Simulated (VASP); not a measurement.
All values below come from r2SCAN meta-GGA, VASP's PBE PAW potentials (set 64) (plane waves; VASP).

Input for VASP

POSCAR:
```
N
1
    3.7158920781     0.0000000000     0.0000000000
   -1.8579460391     3.2180569070     0.0000000000
    0.0000000000     0.0000000000     7.1545617494
N
4
Direct
  0.3333330000   0.6666670000   0.3250566576
  0.6666670000   0.3333330000   0.6749433424
  0.6666670000   0.3333330000   0.8250566576
  0.3333330000   0.6666670000   0.1749433424
```

KPOINTS:
```
Automatic mesh
0
Gamma
6 6 4
0 0 0
```

### INCAR
```
# general
SYSTEM =N
PREC   =Accurate
ENCUT  =600
LREAL  =.FALSE.
LASPH  =.TRUE.

# electronic loop
EDIFF  =1E-7
NELM   =100
ALGO   =Normal
LMIXTAU=.TRUE.

# smearing
ISMEAR =0
SIGMA  =0.05

# functional
METAGGA=R2SCAN

# ions
ISIF   =2

# output
LWAVE  =.FALSE.
LCHARG =.FALSE.
```

POTCAR, in this order: N (PBE.64 set). Program: vasp_std.

The resulting files:

**OSZICAR**
```
       N       E                     dE             d eps       ncg     rms          rms(c)
DAV:   1     0.126650933602E+03    0.12665E+03   -0.10621E+04   588   0.138E+03
DAV:   2    -0.339605842065E+02   -0.16061E+03   -0.15758E+03   822   0.299E+02
DAV:   3    -0.450894928227E+02   -0.11129E+02   -0.11092E+02   732   0.926E+01
DAV:   4    -0.451828348132E+02   -0.93342E-01   -0.93244E-01   716   0.978E+00
DAV:   5    -0.451838782106E+02   -0.10434E-02   -0.10433E-02   702   0.906E-01    0.114E+01
DAV:   6    -0.385569716274E+02    0.66269E+01   -0.17981E+00   672   0.108E+01    0.755E+00
DAV:   7    -0.356372909300E+02    0.29197E+01   -0.53044E-01   690   0.993E+00    0.115E+00
DAV:   8    -0.380592265070E+02   -0.24219E+01   -0.15234E+00   588   0.104E+01    0.131E+00
DAV:   9    -0.378147303855E+02    0.24450E+00   -0.10532E-01   588   0.393E+00    0.868E-01
DAV:  10    -0.368345825143E+02    0.98015E+00   -0.39734E-01   696   0.488E+00    0.189E-01
DAV:  11    -0.359646228058E+02    0.86996E+00   -0.89369E-02   588   0.419E+00    0.394E-01
DAV:  12    -0.360593134681E+02   -0.94691E-01   -0.22668E-02   588   0.217E+00    0.352E-01
DAV:  13    -0.361167648906E+02   -0.57451E-01   -0.67076E-03   588   0.888E-01    0.177E-01
DAV:  14    -0.362583394670E+02   -0.14157E+00   -0.32729E-02   630   0.198E+00    0.394E-02
DAV:  15    -0.362686621270E+02   -0.10323E-01   -0.40396E-03   588   0.840E-01    0.299E-02
DAV:  16    -0.362682207054E+02    0.44142E-03   -0.37117E-05   786   0.654E-02    0.301E-02
DAV:  17    -0.362685807237E+02   -0.36002E-03   -0.17931E-04   588   0.203E-01    0.428E-02
DAV:  18    -0.362743320883E+02   -0.57514E-02   -0.57955E-03   606   0.964E-01    0.523E-02
DAV:  19    -0.362751758699E+02   -0.84378E-03   -0.37159E-04   588   0.273E-01    0.530E-02
DAV:  20    -0.362751993493E+02   -0.23479E-04   -0.39940E-05   654   0.826E-02    0.357E-02
DAV:  21    -0.362753449777E+02   -0.14563E-03   -0.53303E-05   588   0.986E-02    0.166E-02
DAV:  22    -0.362753400599E+02    0.49178E-05   -0.68003E-06   588   0.381E-02    0.140E-02
DAV:  23    -0.362753378608E+02    0.21991E-05   -0.51952E-05   588   0.979E-02    0.123E-02
DAV:  24    -0.362753442671E+02   -0.64064E-05   -0.44931E-06   714   0.255E-02    0.429E-03
DAV:  25    -0.362753345977E+02    0.96694E-05   -0.26550E-06   636   0.219E-02    0.251E-03
DAV:  26    -0.362753653181E+02   -0.30720E-04   -0.31145E-05   642   0.710E-02    0.168E-03
DAV:  27    -0.362753698309E+02   -0.45128E-05   -0.10902E-06   606   0.140E-02    0.550E-04
DAV:  28    -0.362753713181E+02   -0.14871E-05   -0.42952E-07   594   0.841E-03    0.489E-04
DAV:  29    -0.362753717112E+02   -0.39310E-06   -0.43996E-08   384   0.247E-03    0.293E-04
DAV:  30    -0.362753714602E+02    0.25097E-06   -0.84640E-08   450   0.406E-03    0.592E-04
DAV:  31    -0.362753716405E+02   -0.18030E-06   -0.43438E-09   294   0.933E-04    0.294E-04
DAV:  32    -0.362753715786E+02    0.61934E-07   -0.19990E-09   294   0.612E-04
   1 F= -.36275372E+02 E0= -.36275372E+02  d E =-.933543E-11
```

File OUTCAR:
```
------------------------ aborting loop because EDIFF is reached ----------------------------------------
  FORCE on cell =-STRESS in cart. coord.  units (eV):
  Direction    XX          YY          ZZ          XY          YZ          ZX
  --------------------------------------------------------------------------------------
  Total        0.0776680      0.0776680     12.6921976     -0.0000000      0.0000000      0.0000000
  in kB        1.4544969      1.4544969    237.6881662     -0.0000000      0.0000000      0.0000000
  external PRESSURE =      80.1990533 kB  Pullay stress =       0.0000000 kB
  volume of cell :       85.55
      direct lattice vectors                 reciprocal lattice vectors
     3.715892078  0.000000000  0.000000000     0.269114382  0.155373262  0.000000000
    -1.857946039  3.218056907  0.000000000     0.000000000  0.310746525  0.000000000
     0.000000000  0.000000000  7.154561749     0.000000000  0.000000000  0.139770965
 POSITION                                       TOTAL-FORCE (eV/Angst)
 -----------------------------------------------------------------------------------
     -0.00000      2.14537      2.32564        -0.000000      0.000000      5.819823
      1.85795      1.07268      4.82892         0.000000     -0.000000     -5.819823
      1.85795      1.07268      5.90292         0.000000     -0.000000      5.819823
     -0.00000      2.14537      1.25164        -0.000000      0.000000     -5.819823
 -----------------------------------------------------------------------------------
    total drift:                               -0.001220      0.000239      0.000000
  FREE ENERGIE OF THE ION-ELECTRON SYSTEM (eV)
  ---------------------------------------------------
  free  energy   TOTEN  =       -36.2753715786 eV

  energy  without entropy=      -36.2753715786  energy(sigma->0) =      -36.27537158
```
(Selected blocks of OUTCAR.)

The structure comes from a computed database's N entry (P6_3/mmc); how it stands against other phases isn't given here. This cell was strained or had an atom moved on purpose.
